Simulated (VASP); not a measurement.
A cell of Sn (beta) near equilibrium:

```
Sn
1.0
   -2.91352     2.91352     1.58010
    2.91352    -2.91352     1.58010
    2.91352     2.91352    -1.58010
Sn
2
Direct
  0.25000   0.75000   0.50000
  0.00000   0.00000   0.00000
```

Method: PBEsol GGA, VASP's PBE PAW potentials (set 64) (plane waves; VASP).

```
run               ΔE (meV/atom)   σxx   σyy   σzz  largest shear component, with its sign (GPa)  largest force (eV/Å)
----------------  -------------  ----  ----  ----  --------------------------------------------  --------------------
as it is                    0.0  0.00  0.00  0.04                                          0.00                 0.000
after one change            4.7  1.91  1.91  1.73                                          0.00                 0.000
```
Stress is in GPa, positive when the cell is compressed.

Q: Which change was made?
(A) isotropic strain of +1.0 %
(B) atom 1 (Sn) moved by -0.025 Å along y
(C) biaxial strain of +4.0 % in the yz plane
(D) isotropic strain of -1.0 %

A: D, isotropic strain of -1.0 %

The compound is Sn in the beta structure.
